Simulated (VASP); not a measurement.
Consider the following.

```
CELL_PARAMETERS angstrom
      3.36700     0.00000     0.00000
      0.00000     3.36700     0.00000
      0.00000     0.00000     3.36700
ATOMIC_POSITIONS crystal
  Mo 0.00000 0.00000 0.00000
  S  0.50000 0.50000 0.50000
```

Method: PBEsol GGA, VASP's PBE PAW potentials (set 64) (plane waves; VASP). Numerical set-up: 400 eV cut-off, 10×10×10 Γ-centred mesh, first-order Methfessel-Paxton smearing of 0.10 eV, potentials Mo_sv S.

Energy and stress use the plane-wave basis of the starting cell.

Task: The ions, cell shape and volume are relaxed. Which structure does the run end with?

Result: 
```
CELL_PARAMETERS angstrom
      2.97088     0.00000     0.00000
      0.00000     2.97088     0.00000
      0.00000     0.00000     2.97088
ATOMIC_POSITIONS crystal
  Mo 0.00000 0.00000 0.00000
  S  0.50000 0.50000 0.50000
```
Space group Pm-3m (221), at a tolerance of 0.03 Å.

Task: How do energy and volume change from the first to the last step?

Result: The energy (σ→0) changes by -986.9 meV/atom and the volume by -31.3 %, in 5 ionic steps.

The structure was generated: MoS was put into the CsCl type type (Pm-3m), which need not be its known phase. This run relaxes it. Symmetry was kept, so distortions that lower it aren't found.
